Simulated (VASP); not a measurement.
Input:

```
In
1.0
    1.68189     0.97104     5.22372
   -1.68189     0.97104     5.22372
    0.00000    -1.94207     5.22372
In
2
Direct
  0.24995   0.24995   0.24995
  0.75005   0.75005   0.75005
```

All values below come from PBEsol GGA, VASP's PBE PAW potentials (set 64) (plane waves; VASP). Settings: 400 eV cut-off, 14×14×14 Γ-centred mesh, tetrahedra with Blöchl corrections, potentials In_d.

Unless said otherwise, spin-orbit coupling is left out, though it shifts the bands of the heavy elements here.

Task: Predict the energy per atom (σ→0), band gap (on the k-mesh) with the smallest direct gap where there is one.

Result: 
```json
{
 "band gap (on the k-mesh)": "none (metal, semimetal or under 0.01 eV)",
 "energy per atom (σ→0)": "-2.981 eV/atom"
}
```

Only differences to runs with the same potentials and settings are physical.

The structure was generated: In was put into the A7 type (R-3m), which need not be its known phase. It was relaxed first, which changed the volume by -5 %.
